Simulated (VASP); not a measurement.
Here is the system:

```yaml
crystal:
  lattice:
    - [4.41454, -2.45000, 0.00003]
    - [4.41454, 2.45000, 0.00003]
    - [3.05481, 0.00000, 4.01980]
  atoms:
    - { symbol: B, position: [0.01022, 0.65415, 0.01022] }
    - { symbol: B, position: [0.01022, 0.01022, 0.65415] }
    - { symbol: B, position: [0.65415, 0.01022, 0.01022] }
    - { symbol: B, position: [0.98978, 0.34585, 0.98978] }
    - { symbol: B, position: [0.98978, 0.98978, 0.34585] }
    - { symbol: B, position: [0.34585, 0.98978, 0.98978] }
    - { symbol: B, position: [0.22105, 0.63070, 0.22105] }
    - { symbol: B, position: [0.22105, 0.22105, 0.63070] }
    - { symbol: B, position: [0.63070, 0.22105, 0.22105] }
    - { symbol: B, position: [0.77895, 0.36930, 0.77895] }
    - { symbol: B, position: [0.77895, 0.77895, 0.36930] }
    - { symbol: B, position: [0.36930, 0.77895, 0.77895] }
```

Level of theory: PBE GGA, VASP's PBE PAW potentials (set 64) (plane waves; VASP). Numerical set-up: 520 eV cut-off, 6×6×6 Γ-centred mesh, tetrahedra with Blöchl corrections, potentials B.

The cores are frozen, which limits the accuracy of field gradients.

Q: Give the principal components of the electric field gradient (V/Å²) and the asymmetry η at each nucleus.

A: 
```
atom   Vxx   Vyy    Vzz     η
----  ----  ----  -----  ----
B1    10.0   6.7  -16.7  0.20
B2    10.0   6.7  -16.7  0.20
B3    10.0   6.7  -16.7  0.20
B4    10.0   6.7  -16.7  0.20
B5    10.0   6.7  -16.7  0.20
B6    10.0   6.7  -16.7  0.20
B7    -5.9  -2.5    8.4  0.41
B8    -5.9  -2.5    8.4  0.41
B9    -5.9  -2.5    8.4  0.41
B10   -5.9  -2.5    8.4  0.41
B11   -5.9  -2.5    8.4  0.41
B12   -5.9  -2.5    8.4  0.41
```

The compound is B in the alpha structure. It was relaxed first.
